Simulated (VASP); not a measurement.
TeRu:

```xyz
2
Lattice="3.7951 0.0000 0.0000 -1.8975 3.2866 0.0000 0.0000 0.0000 3.7038" Properties=species:S:1:pos:R:3 pbc="T T T"
Ru    0.0000    0.0000    0.0000
Te    1.8975    1.0955    1.8519
```

The cell comes from a database or a generator and needn't be the stable form of this composition.

Base run:

| Item | Value |
| --- | --- |
| Program | VASP 6.6.1 |
| Functional | LDA |
| Potentials or basis | VASP PAW LDA potentials, release 64 (Ru_pv, Te) |
| Cutoff | 520 eV |
| k mesh | 6 × 6 × 5 |
| Occupations | gaussian, width 0.05 eV |
| Spin | collinear spin, zero start |
| Starting moments | [0.0, 0.0] μB |
| Hubbard terms | Ru d U = 8 eV |

Its results: band gap on the k mesh none (metal or under the smearing width); pressure -9.2 GPa; net moment -0.09 μB per cell; site moments Ru -0.21; Te +0.08 μB.

Q: The run is repeated on the same cell with these changes: spin from collinear spin, zero start to collinear spin, ferromagnetic start; moments at the start from [0.0, 0.0] to [1.0, 0.0]. What comes out?

A: Band gap on the k mesh none (metal or under the smearing width); pressure -1.8 GPa; net moment 2.28 μB per cell; site moments Ru +2.44; Te -0.15 μB.

Caveats: the U is typed as a test and isn't derived for this compound.

Not every run made on this cell is shown here.
